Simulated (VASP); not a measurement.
# PIr (Fm-3m) in VASP: further runs, part 2 of 3

VASP 6.6.1. The steps go on from the part before.

### 3 Electric field gradients, PBE (volume scaled by 0.9405)

The input, INCAR:

```
SYSTEM = PIr
  PREC = Accurate
  ENCUT = 520
  EDIFF = 1E-8
  ISMEAR = -1
  SIGMA = 0.05
  LREAL = .False.
  LASPH = .True.
  NELM = 100
  ALGO = Fast
  ISIF = 2
  LWAVE = .False.
  LCHARG = .False.
  GGA = PE
  LEFG = .True.
  NBANDS = 14
```

The input, KPOINTS:

```
regular mesh
0
Gamma
  13 13 13
  0 0 0
```

The input, POSCAR:

```
PIr
1.0
    0.0000000000      2.4149147358      2.4149147358
    2.4149147358      0.0000000000      2.4149147358
    2.4149147358      2.4149147358      0.0000000000
Ir P
1 1
Direct
    0.0000000000      0.0000000000      0.0000000000
    0.5000000000      0.5000000000      0.5000000000
```

Potentials or basis: VASP PAW PBE potentials, release 64 (Ir, P).

Run with:

```sh
cat potpaw_PBE.64/Ir/POTCAR potpaw_PBE.64/P/POTCAR > POTCAR
mpirun -np 1 vasp_std > vasp.out
```

OUTCAR:

```text
SYSTEM = PIr
   PREC = Accurate
   ENCUT = 520
   EDIFF = 1E-8
   ISMEAR = -1
   LREAL = .False.
   LASPH = .True.
   NELM = 100
   ISIF = 2
   GGA = PE

 ion  position               nearest neighbor table
   1  0.000  0.000  0.000-   2 2.41   2 2.41   2 2.41   2 2.41   2 2.41   2 2.41
   2  0.500  0.500  0.500-   1 2.41   1 2.41   1 2.41   1 2.41   1 2.41   1 2.41

  LATTYP: Found a face centered cubic cell.
 ALAT       =     4.8298294716

  Lattice vectors:

 A1 = (   0.0000000000,   2.4149147358,   2.4149147358)
 A2 = (   2.4149147358,   0.0000000000,   2.4149147358)
 A3 = (   2.4149147358,   2.4149147358,   0.0000000000)

Analysis of symmetry for initial positions (statically):
=====================================================================
 Subroutine PRICEL returns:
 Original cell was already a primitive cell.

 Routine SETGRP: Setting up the symmetry group for a
 face centered cubic supercell.

 Subroutine GETGRP returns: Found 48 space group operations
 (whereof 48 operations were pure point group operations)
 out of a pool of 48 trial point group operations.

The static configuration has the point symmetry O_h .

Analysis of symmetry for dynamics (positions and initial velocities):
=====================================================================
 Subroutine PRICEL returns:
 Original cell was already a primitive cell.

 Routine SETGRP: Setting up the symmetry group for a
 face centered cubic supercell.

 Subroutine GETGRP returns: Found 48 space group operations
 (whereof 48 operations were pure point group operations)
 out of a pool of 48 trial point group operations.

The dynamic configuration has the point symmetry O_h .

 Subroutine INISYM returns: Found 48 space group operations
 (whereof 48 operations are pure point group operations),
 and found     1 'primitive' translations

----------------------------------------------------------------------------------------

                                     Primitive cell

  volume of cell :      28.1667

  direct lattice vectors                    reciprocal lattice vectors
     0.000000000  2.414914736  2.414914736    -0.207046647  0.207046647  0.207046647
     2.414914736  0.000000000  2.414914736     0.207046647 -0.207046647  0.207046647
     2.414914736  2.414914736  0.000000000     0.207046647  0.207046647 -0.207046647

  length of vectors
     3.415205171  3.415205171  3.415205171     0.358615313  0.358615313  0.358615313

  position of ions in fractional coordinates (direct lattice)
     0.000000000  0.000000000  0.000000000
     0.500000000  0.500000000  0.500000000

  ion indices of the primitive-cell ions
   primitive index   ion index
                 1           1
                 2           2

----------------------------------------------------------------------------------------

 KPOINTS: regular mesh

Automatic generation of k-mesh.
 Grid dimensions read from file:
 generate k-points for:   13   13   13

[... 82 lines left out ...]
     AMIX     =   0.40;   BMIX     =  1.00
     AMIX_MAG =   1.60;   BMIX_MAG =  1.00
  volume/ion in A,a.u.               =      14.08        95.04
  Fermi-wavevector in a.u.,A,eV,Ry     =   1.296798  2.450593 22.880719  1.681685
  Thomas-Fermi vector in A             =   2.428231
   LORBIT       =      0    0 simple, 1 ext, 2 COOP (PROOUT), +10 PAW based schemes
   GGA     = PE    functional components
   LHFCALC =     F    Hartree Fock is set to
   AEXX    =    0.0000 exact exchange contribution
   IVDW    =     0    specifies the selected vdW correction
   LEPSILON=     F    determine dielectric tensor
   LRPA    =     F    only Hartree local field effects (RPA)
 non-spin polarized calculation
 RMM-DIIS sequential band-by-band and
  energy-cutoff  :      520.00
  volume of cell :       28.17
 maximum number of plane-waves:       770
 NGX is ok and might be reduce to    28

 number of electron      13.9999998 magnetization

 Free energy of the ion-electron system (eV)
  ---------------------------------------------------
  ext. energy  EPLUGINS =         0.00000000
  ---------------------------------------------------
  free energy    TOTEN  =       -13.95791479 eV

  energy without entropy =      -13.94548820  energy(sigma->0) =      -13.95170149

 E-fermi :   9.8789     XC(G=0): -12.6603

 val. band max:        9.8738583790   @ k =  -0.4615   0.4615   0.0000
 cond. band min:       9.8907606776   @ k =   0.1538   0.0769   0.0000
 fundamental gap:      0.0169022986
 Fermi energy:         9.8789267086

 k-point     1 :       0.0000    0.0000    0.0000
  band No.  band energies     occupation
      1      -4.7277      2.00000
      2       6.3917      2.00000
      3       6.3917      2.00000
      4       6.3917      2.00000
      5       6.5541      2.00000
      6       6.5541      2.00000
      7      10.1066      0.02084
      8      10.1066      0.02084
      9      10.1066      0.02084
     10      16.7116      0.00000
     11      19.9390      0.00000
     12      23.0383      0.00000
     13      23.0383      0.00000
     14      23.0383      0.00000
[... 377 lines left out ...]
      1      -1.7869      2.00000
      2       2.1808      2.00000
      3       4.1358      2.00000
      4       4.5264      2.00000
      5       7.7833      2.00000
      6       8.5195      2.00000
      7       9.2994      1.99998
      8      13.0538      0.00000
      9      13.9473      0.00000
     10      16.0078      0.00000
     11      17.3968      0.00000
     12      19.4025      0.00000
     13      21.1709      0.00000
     14      24.7605      0.00000

 [... further k-points ...]

------------------------ aborting loop because EDIFF is reached ----------------------------------------

  FORCE on cell =-STRESS in cart. coord.  units (eV):
  Direction    XX          YY          ZZ          XY          YZ          ZX
  --------------------------------------------------------------------------------------
  -------------------------------------------------------------------------------------
  Total        2.6999269      2.6999269      2.6999269      0.0000000     -0.0000000     -0.0000000
  in kB      153.5773574    153.5773574    153.5773574      0.0000000     -0.0000000     -0.0000000
  external PRESSURE =     153.5773574 kB  Pullay stress =       0.0000000 kB

 VOLUME and BASIS-vectors are now :
 -----------------------------------------------------------------------------
  energy-cutoff  :      520.00
  volume of cell :       28.17
      direct lattice vectors                 reciprocal lattice vectors
     0.000000000  2.414914736  2.414914736    -0.207046647  0.207046647  0.207046647
     2.414914736  0.000000000  2.414914736     0.207046647 -0.207046647  0.207046647
     2.414914736  2.414914736  0.000000000     0.207046647  0.207046647 -0.207046647

 POSITION                                       TOTAL-FORCE (eV/Angst)
 -----------------------------------------------------------------------------------
      0.00000      0.00000      0.00000         0.000000     -0.000000     -0.000000
      2.41491      2.41491      2.41491         0.000000      0.000000      0.000000
 -----------------------------------------------------------------------------------
    total drift:                               -0.000000      0.000000      0.000000

  FREE ENERGIE OF THE ION-ELECTRON SYSTEM (eV)
  ---------------------------------------------------
  free  energy   TOTEN  =       -13.9579147918 eV

  energy  without entropy=      -13.9454881974  energy(sigma->0) =      -13.95170149

 Electric field gradients (V/A^2)
---------------------------------------------------------------------
 ion       V_xx      V_yy      V_zz      V_xy      V_xz      V_yz
---------------------------------------------------------------------
   1      -0.000    -0.000     0.000     0.000     0.000     0.000
   2      -0.000     0.000    -0.000     0.000     0.000     0.000
---------------------------------------------------------------------

 Electric field gradients after diagonalization (V/A^2)
 (convention: |V_zz| > |V_xx| > |V_yy|)
----------------------------------------------------------------------
 ion       V_xx      V_yy      V_zz     asymmetry (V_yy - V_xx)/ V_zz
----------------------------------------------------------------------
   1      -0.000    -0.000     0.000       0.000
   2      -0.000    -0.000     0.000       0.000
----------------------------------------------------------------------

           NMR quadrupolar parameters

 Cq : quadrupolar parameter    Cq=e*Q*V_zz/h
 eta: asymmetry parameters     (V_yy - V_xx)/ V_zz
 Q  : nuclear electric quadrupole moment in mb (millibarn)
----------------------------------------------------------------------
 ion       Cq(MHz)       eta       Q (mb)
----------------------------------------------------------------------
   1       0.000       0.000       1.000
   2       0.000       0.000       1.000
----------------------------------------------------------------------
```

OSZICAR:

```text
N       E                     dE             d eps       ncg     rms          rms(c)
DAV:   1     0.796943152540E+02    0.79694E+02   -0.63231E+03  2368   0.930E+02
DAV:   2    -0.108134499165E+02   -0.90508E+02   -0.79899E+02  2442   0.221E+02
DAV:   3    -0.143509213780E+02   -0.35375E+01   -0.34748E+01  3182   0.475E+01
[... 13 lines left out ...]
RMM:  17    -0.139579147860E+02    0.12712E-08   -0.15332E-07  2715   0.256E-03    0.311E-03
RMM:  18    -0.139579147534E+02    0.32568E-07   -0.27255E-08  2122   0.113E-03    0.232E-03
RMM:  19    -0.139579147768E+02   -0.23392E-07   -0.14013E-08  1651   0.127E-03    0.149E-03
RMM:  20    -0.139579147954E+02   -0.18639E-07   -0.71022E-09  1471   0.589E-04    0.252E-04
RMM:  21    -0.139579147918E+02    0.36038E-08   -0.13693E-09  1399   0.406E-04
   1 F= -.13957915E+02 E0= -.13951701E+02  d E =-.124266E-01
```

Run time: 28 s. Hardware: 1 thread of Intel Xeon 6975P-C (Granite Rapids), shared host; peak memory 0.18 GiB.

Results:

- Free energy: -13.9579 eV
- Pressure: 15.4 GPa
- Band gap on the k mesh: none (metal or under the smearing width)

Levels at points of the mesh, in eV from the Fermi level:
| k point | band 3 | band 4 | band 5 | band 6 | band 7 | band 8 | band 9 | band 10 | band 11 | band 12 |
| --- | --- | --- | --- | --- | --- | --- | --- | --- | --- | --- |
| (0.00, 0.00, 0.00) | -3.49 | -3.49 | -3.32 | -3.32 | 0.23 | 0.23 | 0.23 | 6.83 | 10.06 | 13.16 |

Electric field gradients, principal values (V/Å²):
```tsv
atom	Vxx	Vyy	Vzz
1 Ir	0.000	0.000	0.000
2 P	0.000	0.000	0.000
```

Caveat: so large a pressure means that the cell lies far from this level's equilibrium, or that cutoff or potentials fall short.

(Continued in part 3 of 3.)
